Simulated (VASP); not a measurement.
Calculation: PBEsol GGA, VASP's PBE PAW potentials (set 64) (plane waves; VASP).

The input files of a VASP run:

File POSCAR:
```
Cd4Te3Se
1
    4.5209267333     0.0000000000     0.0000000000
    0.0000000000     9.0474294696     0.0000000000
    0.0000000000     0.0000000000     6.3510353842
Cd Te Se
4 3 1
Direct
  0.0000000000   0.0000000000   0.9773687494
  0.5000000000   0.7622949610   0.5088090258
  0.5000000000   0.2377050390   0.5088090258
  0.0000000000   0.5000000000   0.0062563853
  0.0000000000   0.7567864237   0.2497328689
  1.0000000000   0.2432135763   0.2497328689
  0.5000000000   0.5000000000   0.7472955278
  0.5000000000   0.0000000000   0.7520155482
```

File KPOINTS:
```
k-points along high-symmetry lines
7
Line-mode
Reciprocal
  0.000000   0.000000   0.000000 ! GAMMA
  0.500000   0.000000   0.000000 ! X

  0.500000   0.000000   0.000000 ! X
  0.500000   0.500000   0.000000 ! S

  0.500000   0.500000   0.000000 ! S
  0.000000   0.500000   0.000000 ! Y

  0.000000   0.500000   0.000000 ! Y
  0.000000   0.000000   0.000000 ! GAMMA

  0.000000   0.000000   0.000000 ! GAMMA
  0.000000   0.000000   0.500000 ! Z

  0.000000   0.000000   0.500000 ! Z
  0.500000   0.000000   0.500000 ! U

  0.500000   0.000000   0.500000 ! U
  0.500000   0.500000   0.500000 ! R

  0.500000   0.500000   0.500000 ! R
  0.000000   0.500000   0.500000 ! T

  0.000000   0.500000   0.500000 ! T
  0.000000   0.000000   0.500000 ! Z

  0.500000   0.000000   0.000000 ! X
  0.500000   0.000000   0.500000 ! U

  0.000000   0.500000   0.000000 ! Y
  0.000000   0.500000   0.500000 ! T

  0.500000   0.500000   0.000000 ! S
  0.500000   0.500000   0.500000 ! R
```

INCAR:
```
SYSTEM = Cd4Te3Se
PREC = Accurate
ENCUT = 400
EDIFF = 1E-7
NELM = 100
ALGO = Normal
LREAL = .FALSE.
LASPH = .TRUE.
ISMEAR = 0
SIGMA = 0.05
GGA = PS
LMAXMIX = 4
LWAVE = .FALSE.
LCHARG = .FALSE.
LORBIT = 11
ICHARG = 11
```

POTCAR, in this order: Cd Te Se (PBE.64 set). Program: vasp_std. Read from the step before: CHGCAR.

Output

### OSZICAR
```
       N       E                     dE             d eps       ncg     rms          rms(c)
DAV:   1     0.417751173742E+03    0.41775E+03   -0.29051E+04  7240   0.120E+03
DAV:   2     0.164517416727E+01   -0.41611E+03   -0.40872E+03  8086   0.319E+02
DAV:   3    -0.216461777353E+02   -0.23291E+02   -0.23174E+02  8394   0.750E+01
DAV:   4    -0.219786545920E+02   -0.33248E+00   -0.33214E+00  8777   0.790E+00
DAV:   5    -0.219825347834E+02   -0.38802E-02   -0.38794E-02  8386   0.869E-01
DAV:   6    -0.219826398144E+02   -0.10503E-03   -0.10503E-03  8874   0.132E-01
DAV:   7    -0.219826435397E+02   -0.37252E-05   -0.37250E-05  8381   0.222E-02
DAV:   8    -0.219826437020E+02   -0.16233E-06   -0.16228E-06  7224   0.423E-03
DAV:   9    -0.219826437107E+02   -0.86993E-08   -0.87196E-08  5885   0.103E-03
   1 F= -.21982644E+02 E0= -.21982644E+02  d E =-.151284E-11
```

**OUTCAR**
```
 val. band max:        1.9893421069   @ k =   0.0000   0.0000   0.0000

 cond. band min:       2.4743856767   @ k =   0.0000   0.0000   0.0000



 k-point     1 :       0.0000    0.0000    0.0000
  band No.  band energies     occupation
      1     -10.6390      2.00000
      2      -9.1029      2.00000
      3      -8.8176      2.00000
      4      -8.7092      2.00000
      5      -6.2637      2.00000
      6      -6.2588      2.00000
      7      -6.2561      2.00000
      8      -6.1695      2.00000
      9      -6.1627      2.00000
     10      -6.1580      2.00000
     11      -6.1556      2.00000
     12      -6.0892      2.00000
     13      -6.0677      2.00000
     14      -6.0644      2.00000
     15      -5.9841      2.00000
     16      -5.9775      2.00000
     17      -5.9711      2.00000
     18      -5.9688      2.00000
     19      -5.9655      2.00000
     20      -5.9629      2.00000
     21      -5.9260      2.00000
     22      -5.7318      2.00000
     23      -5.7100      2.00000
     24      -5.5026      2.00000
     25      -2.3591      2.00000
     26      -1.8296      2.00000
     27      -1.7965      2.00000
     28      -0.2445      2.00000
     29      -0.2284      2.00000
     30      -0.0756      2.00000
     31       0.0114      2.00000
     32       0.9454      2.00000
     33       1.2911      2.00000
     34       1.9124      2.00000
     35       1.9255      2.00000
     36       1.9893      2.00000
     37       2.4744      0.00000
     38       4.4584      0.00000
     39       4.7081      0.00000
     40       5.1004      0.00000
     41       5.3006      0.00000
     42       6.7538      0.00000
     43       6.7728      0.00000

 k-point     2 :       0.0833    0.0000    0.0000
  band No.  band energies     occupation
      1     -10.6312      2.00000
      2      -9.0877      2.00000
      3      -8.8085      2.00000
      4      -8.7066      2.00000
      5      -6.2556      2.00000
      6      -6.2528      2.00000
...
```

The density is held fixed in this step, so its total energy and stress have no physical meaning. Unless said otherwise, spin-orbit coupling is left out, though it shifts the bands of the heavy elements here.

The structure comes from a computed database's Cd4Te3Se entry (Pmm2); how it stands against other phases isn't given here. It was relaxed first.
